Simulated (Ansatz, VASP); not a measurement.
# SiRh3 in VASP and in Ansatz

File INCAR:

```
PREC     = Accurate       # precision mode
ENCUT    = 520            # plane-wave cutoff, eV
EDIFF    = 1E-7           # SCF threshold, eV
ISMEAR   = -1             # smearing method
SIGMA    = 0.05           # smearing width, eV
LREAL    = F              # projectors in reciprocal space
LASPH    = T              # aspherical terms in the spheres
NELM     = 80             # most SCF steps
ALGO     = Normal         # electronic algorithm
ISIF     = 2              # what is computed and relaxed
LWAVE    = F              # write WAVECAR
LCHARG   = F              # write CHGCAR
GGA      = PE             # functional
NBANDS   = 32             # bands
```

Contents of KPOINTS:

```
Automatic mesh
0
Gamma
  10 10 10
```

POSCAR

```
SiRh3
1.0
   -1.9590126021      1.9590126021      3.7176303795
    1.9590126021     -1.9590126021      3.7176303795
    1.9590126021      1.9590126021     -3.7176303795
Rh Si
3 1
Direct
    0.5000000000      0.5000000000      0.0000000000
    0.2500000000      0.7500000000      0.5000000000
    0.7500000000      0.2500000000      0.5000000000
    0.0000000000      0.0000000000      0.0000000000
```

Contents of input.yaml:

```yaml
crystal:
  lattice:
    - [-1.9590126021, 1.9590126021, 3.7176303795]
    - [1.9590126021, -1.9590126021, 3.7176303795]
    - [1.9590126021, 1.9590126021, -3.7176303795]
  atoms:
    - { symbol: Rh, position: [0.5, 0.5, 0.0] }
    - { symbol: Rh, position: [0.25, 0.75, 0.5] }
    - { symbol: Rh, position: [0.75, 0.25, 0.5] }
    - { symbol: Si, position: [0.0, 0.0, 0.0] }
hamiltonian:
  xc: pbe
  pseudopotentials: { kind: paw }
kpoints:
  mp_grid: { grid: [10, 10, 10] }
scf:
  occupations: { method: fermi_dirac, width: 0.05 }
output:
  forces: true
  stress: true
  eigenvalues: true
```

Change from the starting cell: volume scaled by 1.04.

Alike in both runs: task single point; functional PBE; k mesh 10 × 10 × 10; occupations fermi-dirac, width 0.05 eV; no spin polarisation.

|  | VASP | Ansatz |
| --- | --- | --- |
| version | VASP 6.6.1 | Ansatz 0.2.0 |
| potentials or method | VASP PAW PBE potentials, release 64 (Rh_pv, Si) | Ansatz PAW |
| plane-wave cutoff (eV) | 520 | 420 |
| valence electrons in the cell | 49 | 55 |

|  | VASP | Ansatz | Ansatz less VASP |
| --- | --- | --- | --- |
| gap on the k mesh at the Fermi level (eV) | none | none | - |
| pressure (GPa) | -10.3 | -10.3 | -0.02 |

A gap of «none» marks a metal or a gap that the smearing closes. With one functional, cell and mesh, what is left measures potentials, basis and numerics. The two sets of potentials don't hold the same shells in valence.
